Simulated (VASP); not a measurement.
Zr:

```xyz
2
Lattice="3.2392 0.0000 0.0000 -1.6196 2.8053 0.0000 0.0000 0.0000 5.1722" Properties=species:S:1:pos:R:3 pbc="T T T"
Zr    0.0000    1.8702    1.2931
Zr    1.6196    0.9351    3.8792
```

| Quantity | Value |
| --- | --- |
| Program | VASP 6.6.1 |
| Task | relaxation of cell and atoms |
| Functional | LDA |
| Potentials or basis | VASP PAW LDA potentials, release 64 (Zr_sv) |
| Cutoff | 600 eV |
| k mesh | 15 × 15 × 8 |
| Occupations | gaussian, width 0.1 eV |
| Spin | no spin polarisation |

At the start: pressure -6.8 GPa; volume 23.50 Å³/atom.

**Question.** Where does the relaxation end?

**Answer.** Over 8 steps the energy falls by 38.1 meV/atom and the volume is 21.79 Å³/atom (-7.3 %); space group P6_3/mmc (No. 194, to 0.05 Å).

The path:
| step | energy change (eV) | largest force (eV/Å) | pressure (GPa) | volume (Å³) |
| --- | --- | --- | --- | --- |
| 1 | 0.0000 | 0.0000 | -6.81 | 47.00 |
| 2 | 0.0058 | 0.0000 | 8.70 | 40.52 |
| 3 | -0.0748 | 0.0000 | -0.08 | 43.70 |
| 4 | -0.0748 | 0.0000 | 0.07 | 43.64 |
| 5 | -0.0759 | 0.0000 | 0.05 | 43.61 |
| 6 | -0.0762 | 0.0000 | 0.04 | 43.59 |
| 7 | -0.0763 | 0.0000 | 0.03 | 43.58 |
| 8 | -0.0763 | 0.0000 | 0.03 | 43.58 |

Final structure:
```xyz
2
Lattice="3.1427 0.0000 0.0000 -1.5714 2.7217 0.0000 0.0000 0.0000 5.0953" Properties=species:S:1:pos:R:3 pbc="T T T"
Zr    0.0000    1.8145    1.2738
Zr    1.5714    0.9072    3.8215
```
